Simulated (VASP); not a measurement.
Level of theory: PBE GGA with D3 dispersion (zero damping), VASP's PBE PAW potentials (set 64) (plane waves; VASP).

Input for VASP

POSCAR:
```
SrCl2
1
    0.0000000000     3.4962028530     3.4962028530
    3.4962028530    -0.0000000000     3.4962028530
    3.4962028530     3.4962028530    -0.0000000000
Sr Cl
1 2
Direct
  1.0000000000   0.0000000000   1.0000000000
  0.2500000000   0.2500000000   0.2500000000
  0.7500000000   0.7500000000   0.7500000000
```

### INCAR
```
SYSTEM = SrCl2
PREC = Accurate
ENCUT = 520
EDIFF = 1E-7
NELM = 100
ALGO = Normal
LREAL = .FALSE.
LASPH = .TRUE.
ISMEAR = 0
SIGMA = 0.05
GGA = PE
IVDW = 11
LMAXMIX = 4
LWAVE = .FALSE.
LCHARG = .FALSE.
LORBIT = 11
ICHARG = 11
```

File KPOINTS:
```
k-points along high-symmetry lines
15
Line-mode
Reciprocal
  0.000000   0.000000   0.000000 ! GAMMA
  0.500000   0.000000   0.500000 ! X

  0.500000   0.000000   0.500000 ! X
  0.625000   0.250000   0.625000 ! U

  0.375000   0.375000   0.750000 ! K
  0.000000   0.000000   0.000000 ! GAMMA

  0.000000   0.000000   0.000000 ! GAMMA
  0.500000   0.500000   0.500000 ! L

  0.500000   0.500000   0.500000 ! L
  0.500000   0.250000   0.750000 ! W

  0.500000   0.250000   0.750000 ! W
  0.500000   0.000000   0.500000 ! X
```

POTCAR, in this order: Sr_sv Cl (PBE.64 set). Program: vasp_std. Read from the step before: CHGCAR.

The run wrote:

### OSZICAR
```
       N       E                     dE             d eps       ncg     rms          rms(c)
DAV:   1     0.148410724590E+03    0.14841E+03   -0.11599E+04  2880   0.134E+03
DAV:   2    -0.332996707461E+01   -0.15174E+03   -0.14838E+03  3848   0.248E+02
DAV:   3    -0.122405770536E+02   -0.89106E+01   -0.89016E+01  4136   0.639E+01
DAV:   4    -0.125385626271E+02   -0.29799E+00   -0.29792E+00  5040   0.914E+00
DAV:   5    -0.125405964496E+02   -0.20338E-02   -0.20338E-02  4160   0.740E-01
DAV:   6    -0.125406314627E+02   -0.35013E-04   -0.35012E-04  4368   0.903E-02
DAV:   7    -0.125406328954E+02   -0.14327E-05   -0.14326E-05  4520   0.142E-02
DAV:   8    -0.125406329196E+02   -0.24151E-07   -0.24172E-07  4280   0.225E-03
   1 F= -.13016324E+02 E0= -.13016324E+02  d E =-.109210E-12
```

**OUTCAR**
```
 val. band max:        0.1085595471   @ k =   0.5000   0.0000   0.5000

 cond. band min:       5.4205637719   @ k =   0.0000   0.0000   0.0000



 k-point     1 :       0.0000    0.0000    0.0000
  band No.  band energies     occupation
      1     -32.8007      2.00000
      2     -14.7894      2.00000
      3     -14.7894      2.00000
      4     -14.7894      2.00000
      5     -13.1759      2.00000
      6     -12.3396      2.00000
      7      -1.9940      2.00000
      8      -1.9940      2.00000
      9      -1.9940      2.00000
     10      -0.2260      2.00000
     11      -0.2260      2.00000
     12      -0.2260      2.00000
     13       5.4206      0.00000
     14       6.2075      0.00000
     15       6.2075      0.00000
     16       9.1337      0.00000

 k-point     2 :       0.0357    0.0000    0.0357
  band No.  band energies     occupation
      1     -32.8006      2.00000
      2     -14.7951      2.00000
      3     -14.7898      2.00000
      4     -14.7898      2.00000
      5     -13.1656      2.00000
      6     -12.3436      2.00000
      7      -1.9920      2.00000
      8      -1.9920      2.00000
      9      -1.9729      2.00000
     10      -0.2691      2.00000
     11      -0.2251      2.00000
     12      -0.2251      2.00000
     13       5.4609      0.00000
     14       6.2194      0.00000
     15       6.2242      0.00000
     16       9.0044      0.00000

 k-point     3 :       0.0714    0.0000    0.0714
  band No.  band energies     occupation
      1     -32.8005      2.00000
      2     -14.8115      2.00000
      3     -14.7910      2.00000
      4     -14.7910      2.00000
      5     -13.1354      2.00000
      6     -12.3554      2.00000
      7      -1.9861      2.00000
      8      -1.9861      2.00000
      9      -1.9103      2.00000
     10      -0.3924      2.00000
     11      -0.2225      2.00000
     12      -0.2225      2.00000
     13       5.5740      0.00000
     14       6.2549      0.00000
...
```

The density is held fixed in this step, so its total energy and stress have no physical meaning.

The compound is SrCl2 in the fluorite structure. It was relaxed first.
